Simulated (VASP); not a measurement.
A run of VASP 6.6.1 is set up as follows.

Contents of INCAR:

```
SYSTEM = MgTi2N2
PREC = Normal
ENCUT = 520
EDIFF = 1E-4
ISMEAR = 0
SIGMA = 0.15
LREAL = .FALSE.
LASPH = .TRUE.
NELM = 60
ALGO = Fast
ISIF = 3
LWAVE = .FALSE.
LCHARG = .FALSE.
GGA = PE
IBRION = 2
NSW = 24
EDIFFG = -0.08
```

File KPOINTS:

```
regular mesh
0
G
  4 4 3
  0 0 0
```

Contents of POSCAR:

```
MgTi2N2
1.0
    3.4542882500      0.0000000000      0.0000000000
    0.0000000000      3.4542882500      0.0000000000
    0.0000000000      0.0000000000      6.2701436900
Mg Ti N
1 2 2
Direct
    0.5000000000      0.5000000000      0.3683722800
    0.5000000000      0.5000000000      0.7804405600
    0.0000000000      0.0000000000      0.8527831400
    0.5000000000      0.0000000000      0.0825181700
    0.0000000000      0.5000000000      0.0825181700
```

Potentials or basis: VASP PAW PBE potentials, release 64 (Mg, Ti_sv, N).

Launch:

```bash
$ cat potpaw_PBE.64/Mg/POTCAR potpaw_PBE.64/Ti_sv/POTCAR potpaw_PBE.64/N/POTCAR > POTCAR
$ mpirun -np 1 vasp_std > vasp.out
```

Question: What does it give for the relaxed volume?

Answer: 16.99 Å³/atom.

Question: Estimate the relaxed cell.

Answer: a = 3.924 Å, b = 3.924 Å, c = 5.518 Å, α = 90.00°, β = 90.00°, γ = 90.00°.

Question: Estimate the space group after relaxing (to 0.05 Å).

Answer: P4mm (No. 99).

Forces in eV/Å, atoms in the order of the input:
```
Mg   0.000  0.000  0.012
Ti   0.000  0.000  0.027
Ti   0.000  0.000 -0.048
N    0.000  0.000  0.005
N    0.000  0.000  0.005
```

Caveat: the k mesh is coarse (spacing up to 0.45 Å⁻¹), so the values aren't converged; the relaxation stopped at a loose force limit of 0.08 eV/Å, so its end isn't a converged minimum.
